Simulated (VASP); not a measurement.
The input files of a VASP run:

File KPOINTS:
```
Automatic
0
G
9 9 2
```

POSCAR:
```
MoS2
12.2953810
  0.1281456136  -0.2219546913   0.0000000000
  0.1281456136   0.2219546913   0.0000000000
  0.0000000000   0.0000000000   1.0000000084
Mo S
2 4
Cartesian
  0.1281456136   0.0739850451   0.2500000021
  0.1281456136  -0.0739850451   0.7500000063
  0.1281456136   0.0739850451   0.8774675891
  0.1281456136  -0.0739850451   0.3774675849
  0.1281456136  -0.0739850451   0.1225324193
  0.1281456136   0.0739850451   0.6225324235
```

**INCAR**
```
ISIF = 2
ISMEAR = -5   ! tetrahedra, Bloechl
LUSE_VDW = .TRUE.
LORBIT = 11   ! lm-projected
GGA = CX
EDIFF = 1E-7   ! SCF stop (eV)
PREC = Accurate
NELM = 100
ALGO = Normal
AGGAC = 0.0
LCHARG = .TRUE.
LWAVE = .FALSE.
LASPH = .TRUE.   ! aspherical one-centre terms
LMAXMIX = 4   ! l cut-off of mixed one-centre charges
LREAL = .FALSE.
SYSTEM = MoS2
ENCUT = 520   ! plane-wave cut-off (eV)
NEDOS = 601   ! DOS grid
LEFG = .TRUE.
```

POTCAR, in this order: Mo_sv S (PBE.64 set). Program: vasp_std.

Q: Translate this vdW-DF-cx calculation to Quantum ESPRESSO's pw.x.

A: One equivalent input (not run):
```
&CONTROL
  calculation = 'scf'
  pseudo_dir = './pseudo'
  outdir = './out'
  tprnfor = .true.
  tstress = .true.
/
&SYSTEM
  ibrav = 0
  nat = 6
  ntyp = 2
  ecutwfc = 80
  occupations = 'tetrahedra'
  input_dft = 'vdw-df-cx'
/
&ELECTRONS
  conv_thr = 7.3e-09
  electron_maxstep = 100
/
ATOMIC_SPECIES
  Mo 95.950 Mo.upf
  S 32.060 S.upf
CELL_PARAMETERS angstrom
     1.5755991   -2.7290175    0.0000000
     1.5755991    2.7290175   -0.0000000
     0.0000000    0.0000000   12.2953811
ATOMIC_POSITIONS crystal
  Mo   0.3333330  0.6666670  0.2500000
  Mo   0.6666670  0.3333330  0.7500000
  S    0.3333330  0.6666670  0.8774676
  S    0.6666670  0.3333330  0.3774676
  S    0.6666670  0.3333330  0.1225324
  S    0.3333330  0.6666670  0.6225324
K_POINTS automatic
  9 9 2 0 0 0
```
The two are equivalent in intent, not identical: the potentials are each code's own (VASP's PAW set, PseudoDojo norm-conserving files in pw.x), so ENCUT and ecutwfc are chosen apart and not converted; conv_thr bounds pw.x's estimated SCF error, while EDIFF bounds the energy change between steps; the field gradients of LEFG aren't asked of the other code.

The compound is MoS2 in the 2H layered structure. It was relaxed first.
